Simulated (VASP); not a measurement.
# NbAs: how cutoff and mesh change the relaxed cell

Aim: test the relaxed volume of NbAs against cutoff and mesh. The starting structure is a measured crystal structure from the Crystallography Open Database. The first relaxation on each setting starts from this cell expanded by 3 % in volume.

Main program and level: VASP 6.6.1; Kohn-Sham DFT with plane waves and PAW; PBEsol.

**1. Starting point**

Symmetry: I4_1md, No. 109, tetragonal system. The conventional cell has a = 3.452 Å, b = 3.452 Å, c = 11.680 Å, α = 90.00°, β = 90.00°, γ = 90.00°. Nearest to Nb lie 6 As at 2.60 to 2.63 Å. Nearest to As lie 6 Nb at 2.60 to 2.63 Å. Farther neighbours are not listed.

Structure file:

```xyz
4
Lattice="-3.4517 0.0000 0.0000 0.0000 3.4517 0.0000 1.7259 -1.7259 -5.8400" Properties=species:S:1:pos:R:3 pbc="T T T"
Nb    0.0000    1.7259    0.0000
Nb    0.0000    0.0000   -2.9200
As   -1.7259    0.0000   -0.9811
As   -1.7259    1.7259   -3.9011
```

**2. Reference relaxation**

This run starts from the cell of an earlier relaxation, which isn't shown; the restart sets up the plane waves anew.

Input file INCAR:

```
SYSTEM = NbAs
PREC = Accurate
ENCUT = 450
EDIFF = 1E-06
NELM = 100
ISMEAR = 0
SIGMA = 0.03
LREAL = .FALSE.
ALGO = Normal
GGA = PS
NBANDS = 24
LASPH = .TRUE.
LORBIT = 11
LWAVE = .FALSE.
LCHARG = .FALSE.
KPAR = 8
IBRION = 2
NSW = 50
ISIF = 3
EDIFFG = -0.006
```

Input file POSCAR:

```
NbAs
1.0
   -3.4440257289      0.0000000000      0.0000000000
    0.0000000000      3.4440257289      0.0000000000
    1.7220128644     -1.7220128644     -5.7856004185
Nb As
2 2
Direct
    0.0012965320      0.5012965320      0.0025930639
    0.2512965320      0.2512965320      0.5025930639
    0.5827034680      0.0827034680      0.1654069361
    0.8327034680      0.8327034680      0.6654069361
```

Input file KPOINTS:

```
Automatic mesh
0
Gamma
6 6 6
0 0 0
```

PAW data sets: Nb_sv and As (PBE family, release 64).

Launch:

```console
$ mpirun -np 8 vasp_std
```

What it wrote:

```text
[banner, memory and clock lines left out]
running    8 mpi-ranks, on    1 nodes
 distrk:  each k-point on    1 cores,    8 groups
 distr:  one band on    1 cores,    1 groups

 POSCAR found type information on POSCAR NbAs
 POSCAR found :  2 types and       4 ions
|                                                                             |
|           W    W    AA    RRRRR   N    N  II  N    N   GGGG   !!!           |
|           W    W   A  A   R    R  NN   N  II  NN   N  G    G  !!!           |
|           W    W  A    A  R    R  N N  N  II  N N  N  G       !!!           |
|           W WW W  AAAAAA  RRRRR   N  N N  II  N  N N  G  GGG   !            |
|           WW  WW  A    A  R   R   N   NN  II  N   NN  G    G                |
|           W    W  A    A  R    R  N    N  II  N    N   GGGG   !!!           |
|                                                                             |
|     For optimal performance we recommend to set                             |
|       NCORE = 2 up to number-of-cores-per-socket                            |
|     NCORE specifies how many cores store one orbital (NPAR=cpu/NCORE).      |
|     This setting can greatly improve the performance of VASP for DFT.       |
|     The default, NCORE=1 might be grossly inefficient on modern             |
|     multi-core architectures or massively parallel machines. Do your        |
|     Unfortunately you need to use the default for GW and RPA                |
|     calculations (for HF NCORE is supported but not extensively tested      |
|     yet).                                                                   |
|                                                                             |

|                                                                             |
|               ----> ADVICE to this user running VASP <----                  |
|                                                                             |
|     You enforced a specific xc type in the INCAR file but a different       |
|     [... a line on the potential file left out ...]
|     I HOPE YOU KNOW WHAT YOU ARE DOING!                                     |
|                                                                             |

 LDA part: xc-table for (Slater+PW92), standard interpolation
 POSCAR, INCAR and KPOINTS ok, starting setup
 FFT: planning ... GRIDC
 FFT: planning ... GRID_SOFT
 FFT: planning ... GRID
 WAVECAR not read
 entering main loop
       N       E                     dE             d eps       ncg     rms          rms(c)
DAV:   1     0.315672049665E+03    0.31567E+03   -0.17751E+04  1440   0.132E+03
DAV:   2    -0.100935949529E+02   -0.32577E+03   -0.31894E+03  1768   0.487E+02
DAV:   3    -0.355362581727E+02   -0.25443E+02   -0.25093E+02  2624   0.100E+02
DAV:   4    -0.370889726691E+02   -0.15527E+01   -0.15465E+01  2104   0.212E+01
DAV:   5    -0.371389069367E+02   -0.49934E-01   -0.49915E-01  2424   0.397E+00    0.117E+01
DAV:   6    -0.351251065637E+02    0.20138E+01   -0.86762E+00  2168   0.191E+01    0.331E+00
DAV:   7    -0.351037785437E+02    0.21328E-01   -0.44443E-01  2224   0.379E+00    0.202E+00
DAV:   8    -0.350900231249E+02    0.13755E-01   -0.69951E-02  2232   0.160E+00    0.413E-01
DAV:   9    -0.350900783342E+02   -0.55209E-04   -0.48978E-03  2400   0.502E-01    0.224E-01
DAV:  10    -0.350901787524E+02   -0.10042E-03   -0.10164E-03  1912   0.302E-01    0.338E-02
DAV:  11    -0.350901680582E+02    0.10694E-04   -0.68979E-05  2200   0.627E-02    0.130E-02
DAV:  12    -0.350901653819E+02    0.26763E-05   -0.67496E-06  2120   0.245E-02    0.316E-03
DAV:  13    -0.350901652127E+02    0.16912E-06   -0.22422E-07  1336   0.437E-03
   1 F= -.35090165E+02 E0= -.35090025E+02  d E =-.350902E+02
 curvature:   0.00 expect dE= 0.000E+00 dE for cont linesearch  0.000E+00
 trial: gam= 0.00000 g(F)=  0.170E-05 g(S)=  0.672E-05 ort = 0.000E+00 (trialstep = 0.100E+01)
 search vector abs. value=  0.842E-05
 reached required accuracy - stopping structural energy minimisation
```

It took 6.6 s on 8 MPI ranks of Intel Xeon Platinum 8259CL at 2.50GHz (Skylake/Cascade Lake), shared host; peak memory 1.5 GiB; 48 s of CPU time.

The logs omit lines about the potential files and the build; timing stands in the text.

OUTCAR, selected parts (step 2):

```text
ion  position               nearest neighbor table
   1  0.001  0.501  0.003-   4 2.60   4 2.60   3 2.61   3 2.61   3 2.61   3 2.61
   2  0.251  0.251  0.503-   3 2.60   3 2.60   4 2.61   4 2.61   4 2.61   4 2.61
   3  0.583  0.083  0.165-   2 2.60   2 2.60   1 2.61   1 2.61   1 2.61   1 2.61
   4  0.833  0.833  0.665-   1 2.60   1 2.60   2 2.61   2 2.61   2 2.61   2 2.61

  LATTYP: Found a body centered tetragonal cell.
 ALAT       =     3.4440257289
 C/A-ratio  =     3.3597893128

 Subroutine GETGRP returns: Found  8 space group operations
 (whereof  4 operations were pure point group operations)

The static configuration has the point symmetry C_2v.
 The point group associated with its full space group is C_4v.

 Found     30 irreducible k-points:

   k-points           NKPTS =     30   k-points in BZ     NKDIM =     30   number of bands    NBANDS=     24

   dimension x,y,z NGX =    24 NGY =   24 NGZ =   48
   dimension x,y,z NGXF=    48 NGYF=   48 NGZF=   96

   ENCUT  =  450.0 eV  33.07 Ry    5.75 a.u.   5.96  5.96 10.86*2*pi/ulx,y,z

   NELECT =      36.0000    total number of electrons

 k-points in reciprocal lattice and weights: Automatic mesh
   0.00000000  0.00000000  0.00000000       0.005
   0.16666667  0.00000000 -0.00000000       0.037
   0.33333333  0.00000000 -0.00000000       0.037
   0.50000000  0.00000000 -0.00000000       0.019
   0.16666667  0.16666667 -0.00000000       0.037
   0.33333333  0.16666667 -0.00000000       0.074
   0.50000000  0.16666667 -0.00000000       0.074
  -0.33333333  0.16666667  0.00000000       0.074
  -0.16666667  0.16666667  0.00000000       0.019
[...]
0.16666667  0.16666667  0.33333333       0.019
   0.00000000  0.00000000  0.50000000       0.005

 average (electrostatic) potential at core
       1 -78.9202       2 -78.9202       3 -44.5963       4 -44.5963

 E-fermi :   9.6869

 k-point     1 :       0.0000    0.0000    0.0000
  band No.  band energies     occupation
    ...
     14       7.4435      2.00000
     15       7.5852      2.00000
     16       7.9874      2.00000
     17       8.2944      2.00000
     18       8.2944      2.00000
     19      10.3670      0.00000
     20      10.9709      0.00000
     21      12.2041      0.00000
     22      12.7097      0.00000
     23      12.7097      0.00000
    ...

 k-point     2 :       0.1667    0.0000   -0.0000
  band No.  band energies     occupation
    ...
     14       7.1676      2.00000
     15       7.8142      2.00000
     16       7.9762      2.00000
     17       8.1021      2.00000
     18       8.7019      2.00000
     19      10.0828      0.00000
     20      10.6661      0.00000
     21      11.4922      0.00000
     22      12.4379      0.00000
     23      12.7019      0.00000
    ...

 k-point     3 :       0.3333    0.0000   -0.0000
  band No.  band energies     occupation
    ...
     14       6.6732      2.00000
     15       7.6000      2.00000
     16       8.0079      2.00000
     17       8.2024      2.00000
     18       9.4379      2.00000
     19       9.7889      0.00000
     20      10.8040      0.00000
     21      11.1442      0.00000
     22      11.9442      0.00000
     23      12.4545      0.00000
    ...

  Total       -0.0155178     -0.0155178     -0.0086868      0.0000000      0.0000000     -0.0000000
  in kB       -0.3622925     -0.3622925     -0.2028111      0.0000000      0.0000000     -0.0000000
  external PRESSURE =      -0.3091320 kB  Pullay stress =       0.0000000 kB

  energy-cutoff  :      450.00
  volume of cell :       68.62
      direct lattice vectors                 reciprocal lattice vectors
    -3.444025729  0.000000000  0.000000000    -0.290357877  0.000000000 -0.086421454
     0.000000000  3.444025729  0.000000000     0.000000000  0.290357877 -0.086421454
     1.722012864 -1.722012864 -5.785600418     0.000000000  0.000000000 -0.172842908

 POSITION                                       TOTAL-FORCE (eV/Angst)
 -----------------------------------------------------------------------------------
     -0.00000      1.72201     -0.01500        -0.000000      0.000000     -0.002965
     -0.00000      0.00000     -2.90780        -0.000000      0.000000     -0.002965
     -1.72201     -0.00000     -0.95698         0.000000     -0.000000      0.002965
     -1.72201      1.72201     -3.84978         0.000000     -0.000000      0.002965
 -----------------------------------------------------------------------------------
    total drift:                                0.000021     -0.000021     -0.000416

  FREE ENERGIE OF THE ION-ELECTRON SYSTEM (eV)
  ---------------------------------------------------
  free  energy   TOTEN  =       -35.0901652127 eV

  energy  without entropy=      -35.0898845799  energy(sigma->0) =      -35.09002490

 reached required accuracy - stopping structural energy minimisation

 total charge
# of ion       s       p       d       tot
------------------------------------------
    1        2.150   6.015   2.500  10.664
    2        2.150   6.015   2.500  10.664
    3        1.202   1.650   0.078   2.929
    4        1.202   1.650   0.078   2.929
--------------------------------------------------
tot          6.703  15.329   5.155  27.187

[... 3 further parts left out ...]
```

CONTCAR:

```
NbAs
   1.00000000000000
    -3.4440257288999998    0.0000000000000000    0.0000000000000000
     0.0000000000000000    3.4440257288999998    0.0000000000000000
     1.7220128643999999   -1.7220128643999999   -5.7856004184999996
  Nb              As
     2     2
Direct
     0.0012965319999978    0.5012965319999978    0.0025930639000009
     0.2512965319999978    0.2512965319999978    0.5025930639000009
     0.5827034679999983    0.0827034679999983    0.1654069360999983
     0.8327034679999983    0.8327034679999983    0.6654069360999983
```

The PAW data sets were made with PBE, which is usual practice but a small mismatch for other functionals. The run keeps the 8 symmetry operations of its start, so it cannot find a distortion of lower symmetry.

The reference relaxation ends at 17.156 Å³ an atom.

**3. Relaxation with a cutoff of 290 eV**

Against step 2 the input has ENCUT = 290. This run starts from the cell of an earlier relaxation, which isn't shown; the restart sets up the plane waves anew.

INCAR, as its differences from that of step 2:

```diff
@@ -2,3 +2,3 @@
 PREC = Accurate
-ENCUT = 450
+ENCUT = 290
 EDIFF = 1E-06
```

Input file POSCAR:

```
NbAs
1.0
   -3.4418179417      0.0000000000      0.0000000000
    0.0000000000      3.4418179417      0.0000000000
    1.7209089708     -1.7209089708     -5.7806631908
Nb As
2 2
Direct
    0.0013183136      0.5013183136      0.0026366273
    0.2513183136      0.2513183136      0.5026366273
    0.5826816864      0.0826816864      0.1653633727
    0.8326816864      0.8326816864      0.6653633727
```

KPOINTS is that of step 2.

Launch:

```console
$ mpirun -np 8 vasp_std
```

What it wrote:

```text
[banner, memory and clock lines left out]
running    8 mpi-ranks, on    1 nodes
[...]
[... a notice as in an earlier step ...]

 [... a notice as in an earlier step ...]

 LDA part: xc-table for (Slater+PW92), standard interpolation
 POSCAR, INCAR and KPOINTS ok, starting setup
[...]
entering main loop
       N       E                     dE             d eps       ncg     rms          rms(c)
DAV:   1     0.222642364053E+03    0.22264E+03   -0.14650E+04  1552   0.976E+02
DAV:   2    -0.175450544015E+02   -0.24019E+03   -0.23481E+03  1880   0.376E+02
DAV:   3    -0.363536039048E+02   -0.18809E+02   -0.18688E+02  2752   0.769E+01
DAV:   4    -0.371139238152E+02   -0.76032E+00   -0.75879E+00  1992   0.144E+01
[...]
DAV:  11    -0.350847012372E+02    0.11891E-04   -0.40213E-05  2304   0.407E-02    0.125E-02
DAV:  12    -0.350846984332E+02    0.28040E-05   -0.45900E-06  1640   0.201E-02    0.387E-03
DAV:  13    -0.350846983129E+02    0.12032E-06   -0.22799E-07  1360   0.409E-03
[...]
DAV:   5    -0.350845619852E+02   -0.22014E-04   -0.77188E-05  2872   0.583E-02    0.259E-02
DAV:   6    -0.350845782478E+02   -0.16263E-04   -0.23034E-05  2824   0.214E-02    0.457E-03
DAV:   7    -0.350845773753E+02    0.87252E-06   -0.34684E-06  1680   0.123E-02
   2 F= -.35084577E+02 E0= -.35084433E+02  d E =0.120938E-03
 trial-energy change:    0.000121  1 .order    0.000120   -0.000267    0.000506
 step:   0.3453(harm=  0.3453)  dis= 0.00003  next Energy=   -35.084744 (dE=-0.461E-04)
[...]
N       E                     dE             d eps       ncg     rms          rms(c)
DAV:   1    -0.350857816545E+02   -0.12034E-02   -0.36076E-02  1624   0.198E+00    0.241E-01
DAV:   2    -0.350849306124E+02    0.85104E-03   -0.41020E-03  1952   0.566E-01    0.953E-02
DAV:   3    -0.350847393118E+02    0.19130E-03   -0.55726E-04  2744   0.182E-01    0.359E-02
DAV:   4    -0.350847361494E+02    0.31624E-05   -0.12927E-04  2584   0.454E-02    0.162E-02
DAV:   5    -0.350847419956E+02   -0.58462E-05   -0.32829E-05  2880   0.377E-02    0.168E-02
DAV:   6    -0.350847425141E+02   -0.51848E-06   -0.90612E-06  2680   0.136E-02
   3 F= -.35084743E+02 E0= -.35084599E+02  d E =-.442012E-04
[...]
reached required accuracy - stopping structural energy minimisation
```

Run time: 10 s. Hardware: 8 MPI ranks; peak memory 1.2 GiB.

Parts of OUTCAR (step 3):

```text
  Total        0.0006514      0.0006514     -0.0199808      0.0000000      0.0000000     -0.0000000
  in kB        0.0152563      0.0152563     -0.4679868      0.0000000      0.0000000     -0.0000000
  external PRESSURE =      -0.1458247 kB  Pullay stress =       0.0000000 kB

 POSITION                                       TOTAL-FORCE (eV/Angst)
 -----------------------------------------------------------------------------------
      0.00000      1.72033     -0.01527        -0.000000      0.000000     -0.002310
      0.00000     -0.00000     -2.90446        -0.000000      0.000000     -0.002310
     -1.72033      0.00000     -0.95550         0.000000     -0.000000      0.002310
     -1.72033      1.72033     -3.84470         0.000000     -0.000000      0.002310
 -----------------------------------------------------------------------------------
    total drift:                               -0.000061      0.000061      0.000306

  FREE ENERGIE OF THE ION-ELECTRON SYSTEM (eV)
  ---------------------------------------------------
  free  energy   TOTEN  =       -35.0847425141 eV

  energy  without entropy=      -35.0844553586  energy(sigma->0) =      -35.08459894

[... 2 parts as in an earlier step ...]

[... 2 further parts left out ...]
[key lines of the parts left out:]
E-fermi :   9.7344
```

With a cutoff of 290 eV the cell ends at 17.101 Å³ an atom, -0.32 % from the reference.

**4. Relaxation with a 4×4×4 mesh**

Against step 2 the input has a 4×4×4 mesh. This run starts from the cell of an earlier relaxation, which isn't shown; the restart sets up the plane waves anew.

INCAR, as its differences from that of step 3:

```diff
@@ -2,3 +2,3 @@
 PREC = Accurate
-ENCUT = 290
+ENCUT = 450
 EDIFF = 1E-06
```

Input file POSCAR:

```
NbAs
1.0
   -3.4274044612      0.0000000000      0.0000000000
    0.0000000000      3.4274044612      0.0000000000
    1.7137022305     -1.7137022305     -5.8669717169
Nb As
2 2
Direct
    0.0007311935      0.5007311935      0.0014623871
    0.2507311935      0.2507311935      0.5014623871
    0.5832688065      0.0832688065      0.1665376129
    0.8332688065      0.8332688065      0.6665376129
```

Input file KPOINTS:

```
Automatic mesh
0
Gamma
4 4 4
0 0 0
```

Launch:

```console
$ mpirun -np 8 vasp_std
```

What it wrote:

```text
[... set-up lines as in an earlier step ...]
 entering main loop
       N       E                     dE             d eps       ncg     rms          rms(c)
DAV:   1     0.314528211991E+03    0.31453E+03   -0.18018E+04   640   0.133E+03
DAV:   2    -0.942089511282E+01   -0.32395E+03   -0.31705E+03   768   0.483E+02
DAV:   3    -0.352847438384E+02   -0.25864E+02   -0.25570E+02  1112   0.995E+01
DAV:   4    -0.369889428979E+02   -0.17042E+01   -0.16960E+01   952   0.227E+01
[...]
DAV:  11    -0.349638895959E+02    0.11933E-04   -0.75430E-05   912   0.499E-02    0.132E-02
DAV:  12    -0.349638861789E+02    0.34169E-05   -0.77387E-06   880   0.278E-02    0.387E-03
DAV:  13    -0.349638860415E+02    0.13743E-06   -0.38061E-07   600   0.564E-03
   1 F= -.34963886E+02 E0= -.34962698E+02  d E =-.349639E+02
[...]
reached required accuracy - stopping structural energy minimisation
```

Run time: 5.2 s. Hardware: 8 MPI ranks; peak memory 1.4 GiB.

OUTCAR, selected parts (step 4):

```text
  Total       -0.0061346     -0.0061346     -0.0126356      0.0000000      0.0000000     -0.0000000
  in kB       -0.1426114     -0.1426114     -0.2937392      0.0000000      0.0000000     -0.0000000
  external PRESSURE =      -0.1929873 kB  Pullay stress =       0.0000000 kB

 POSITION                                       TOTAL-FORCE (eV/Angst)
 -----------------------------------------------------------------------------------
      0.00000      1.71370     -0.00858         0.000000     -0.000000      0.000948
      0.00000     -0.00000     -2.94207         0.000000     -0.000000      0.000948
     -1.71370      0.00000     -0.97707        -0.000000      0.000000     -0.000948
     -1.71370      1.71370     -3.91056        -0.000000      0.000000     -0.000948
 -----------------------------------------------------------------------------------
    total drift:                                0.000012     -0.000013      0.000209

  FREE ENERGIE OF THE ION-ELECTRON SYSTEM (eV)
  ---------------------------------------------------
  free  energy   TOTEN  =       -34.9638860415 eV

  energy  without entropy=      -34.9615104099  energy(sigma->0) =      -34.96269823

[... 1 part as in an earlier step ...]

[... 3 further parts left out ...]
[key lines of the parts left out:]
E-fermi :   9.6422
```

With a 4×4×4 mesh the cell ends at 17.230 Å³ an atom, +0.43 % from the reference, a by -0.5 % and c by +1.4 %.

[end of part 1 of 2]

[Lines on the potential files, build, host, timing and source positions are cut from VASP's logs without a mark.]

[Logs are printed without paths, hosts, clocks, repeated set-up lines and the standing remarks that a program may print on its own settings, such as how far it seeks lower states.]

[Hosts, paths, dates, database ids (printed as entryN), source tags and the programs' standing remarks are cut or masked in the printed files.]
